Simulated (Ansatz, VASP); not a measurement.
This is a calculation of La3Zr for Ansatz 0.2.0. Atoms were shifted at random by some hundredths of an Å from the given cell, which wasn't relaxed again for these runs. The cell comes from a database or a generator and needn't be the stable form of this composition.

File input.yaml:

```yaml
crystal:
  lattice:
    - [5.07267374, 0.0, 0.0]
    - [0.0, 5.07267374, 0.0]
    - [0.0, 0.0, 5.07267374]
  atoms:
    - { symbol: La, position: [0.494052, 0.507332, 0.00541] }
    - { symbol: La, position: [0.504929, -0.004222, 0.506501] }
    - { symbol: La, position: [0.00866, 0.497517, 0.499354] }
    - { symbol: Zr, position: [0.003007, 0.00196, -0.010551] }
hamiltonian:
  xc: pbe
  pseudopotentials: { kind: paw }
kpoints:
  mp_grid: { grid: [5, 5, 5] }
scf:
  occupations: { method: fermi_dirac, width: 0.05 }
output:
  forces: true
  stress: true
  eigenvalues: true
```

Potentials or basis: Ansatz PAW.

Launch:

```console
$ ansatz run input.yaml --threads 2 --pin off --max-ram 5120MiB --backend cpu --events-out ev --progress --plain --runs-dir out
```

Q: Translate it to VASP 6.6.1. Potentials or basis there: PBE PAW files La, Zr_sv, 520 eV.

A: As run (cutoffs and basis follow the program's own potentials, and thresholds, step limits or extra output files can differ):

Contents of INCAR:

```
ALGO = Normal ; EDIFF = 1E-7
ENCUT = 520 ; GGA = PE
ISIF = 2 ; ISMEAR = -1
LASPH = T ; LCHARG = F
LREAL = F ; LWAVE = F
NBANDS = 30 ; NELM = 100
PREC = Accurate ; SIGMA = 0.05
```

KPOINTS

```
k-points
0
Gamma
  5 5 5
```

POSCAR

```
La3Zr
1.0
    5.0726737400      0.0000000000      0.0000000000
    0.0000000000      5.0726737400      0.0000000000
    0.0000000000      0.0000000000      5.0726737400
La Zr
3 1
Direct
    0.4940520000      0.5073320000      0.0054100000
    0.5049290000     -0.0042220000      0.5065010000
    0.0086600000      0.4975170000      0.4993540000
    0.0030070000      0.0019600000     -0.0105510000
```

Potentials or basis: VASP PAW PBE potentials, release 64 (La, Zr_sv).

Run with:

```console
$ cat potpaw_PBE.64/La/POTCAR potpaw_PBE.64/Zr_sv/POTCAR > POTCAR
$ mpirun -np 1 vasp_std > vasp.out
```

Both were run:

|  | Ansatz | VASP |
| --- | --- | --- |
| Pressure | -0.2 GPa | -0.1 GPa |
| Largest force | 0.241 eV/Å | 0.242 eV/Å |

Ansatz's pressure holds a Pulay term of +0.01 GPa for its cutoff of 420 eV, which the other run lacks.

Where Ansatz's input types no cutoff or centring, it takes its own default and a Γ-centred mesh.

Pressure is positive in compression.
